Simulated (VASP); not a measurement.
An input for Quantum ESPRESSO's pw.x (written as the equivalent of a VASP run, and not itself run):

```
&CONTROL
  calculation = 'vc-relax'
  pseudo_dir = './pseudo'
  outdir = './out'
  tprnfor = .true.
  tstress = .true.
  nstep = 40
  forc_conv_thr = 0.00078
/
&SYSTEM
  ibrav = 0
  nat = 2
  ntyp = 2
  ecutwfc = 84
  occupations = 'smearing'
  smearing = 'gaussian'
  degauss = 0.003675
  input_dft = 'pz'
/
&ELECTRONS
  conv_thr = 7.3e-08
  electron_maxstep = 100
/
&IONS
/
&CELL
/
ATOMIC_SPECIES
  Zn 65.380 Zn.upf
  S 32.060 S.upf
CELL_PARAMETERS angstrom
     0.0000000    2.6492612    2.6492612
     2.6492612    0.0000000    2.6492612
     2.6492612    2.6492612    0.0000000
ATOMIC_POSITIONS crystal
  Zn   0.0000000  0.0000000  0.0000000
  S    0.2500000  0.2500000  0.2500000
K_POINTS automatic
  9 9 9 0 0 0
```

Problem. Translate this input to VASP (INCAR, KPOINTS, POSCAR, choice of POTCAR).

Solution. One answer among several that fit: 
### INCAR
```
# general
SYSTEM  = ZnS
PREC    = Accurate
ENCUT   = 500   # plane-wave cut-off (eV)
LREAL   = .FALSE.
LASPH   = .TRUE.

# electronic loop
EDIFF   = 1E-6   # SCF stop (eV)
NELM    = 100
ALGO    = Normal   # blocked Davidson
LMAXMIX = 4   # l cut-off of mixed one-centre charges

# smearing
ISMEAR  = 0
SIGMA   = 0.05   # width (eV)

# ions
IBRION  = 2   # conjugate gradients
NSW     = 40
ISIF    = 3
EDIFFG  = -0.02   # ionic stop

# output
LWAVE   = .FALSE.
LCHARG  = .FALSE.
```

**POSCAR**
```
ZnS
1
    0.0000000000     2.6492611861     2.6492611861
    2.6492611861     0.0000000000     2.6492611861
    2.6492611861     2.6492611861     0.0000000000
Zn S
1 1
Direct
  0.0000000000   0.0000000000   0.0000000000
  0.2500000000   0.2500000000   0.2500000000
```

KPOINTS:
```
Automatic
0
G
  9 9 9
```

POTCAR, in this order: Zn S (LDA.64 set). Program: vasp_std.

The two are equivalent in intent, not identical: the potentials are each code's own (VASP's PAW set, PseudoDojo norm-conserving files in pw.x), so ENCUT and ecutwfc are chosen apart and not converted; conv_thr bounds pw.x's estimated SCF error, while EDIFF bounds the energy change between steps; forc_conv_thr acts on force components and is met together with etot_conv_thr.

The compound is ZnS in the zinc blende structure. This run relaxes it. Symmetry was kept, so distortions that lower it aren't found.
